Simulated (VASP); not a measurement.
VASP input:

**POSCAR**
```
GaAs
1
   -0.0000000000     2.7513388404     2.7513388404
    2.7513388404     0.0000000000     2.7513388404
    2.7513388404     2.7513388404    -0.0000000000
Ga As
1 1
Direct
  0.0000000000   0.0000000000   0.0000000000
  0.2500000000   0.2500000000   0.2500000000
```

File KPOINTS:
```
Automatic mesh
0
gamma
  8 8 8
```

### INCAR
```
SYSTEM = GaAs
PREC = Accurate; ENCUT = 500; LREAL = .False.
LASPH = .True.
EDIFF = 1E-6; NELM = 100; ALGO = Normal
LMAXMIX = 4
ISMEAR = 0; SIGMA = 0.05
IBRION = 2; NSW = 40; ISIF = 3
EDIFFG = -0.02; PSTRESS = 50
LWAVE = .False.; LCHARG = .False.
```

POTCAR, in this order: Ga_d As (LDA.64 set). Program: vasp_std.

### Question
Translate this LDA calculation to Quantum ESPRESSO's pw.x.

### Answer
One equivalent input (not run):
```
&CONTROL
  calculation = 'vc-relax'
  pseudo_dir = './pseudo'
  outdir = './out'
  tprnfor = .true.
  tstress = .true.
  nstep = 40
  forc_conv_thr = 0.00078
/
&SYSTEM
  ibrav = 0
  nat = 2
  ntyp = 2
  ecutwfc = 80
  occupations = 'smearing'
  smearing = 'gaussian'
  degauss = 0.003675
  input_dft = 'pz'
/
&ELECTRONS
  conv_thr = 7.3e-08
  electron_maxstep = 100
/
&IONS
/
&CELL
  press = 50
/
ATOMIC_SPECIES
  Ga 69.723 Ga.upf
  As 74.922 As.upf
CELL_PARAMETERS angstrom
    -0.0000000    2.7513388    2.7513388
     2.7513388    0.0000000    2.7513388
     2.7513388    2.7513388   -0.0000000
ATOMIC_POSITIONS crystal
  Ga   0.0000000  0.0000000  0.0000000
  As   0.2500000  0.2500000  0.2500000
K_POINTS automatic
  8 8 8 0 0 0
```
What does not carry over: the potentials are each code's own (VASP's PAW set, PseudoDojo norm-conserving files in pw.x), so ENCUT and ecutwfc are chosen apart and not converted; conv_thr bounds pw.x's estimated SCF error, while EDIFF bounds the energy change between steps; forc_conv_thr acts on force components and is met together with etot_conv_thr.

The compound is GaAs in the zinc blende structure. It was relaxed first under an external pressure of 5 GPa.
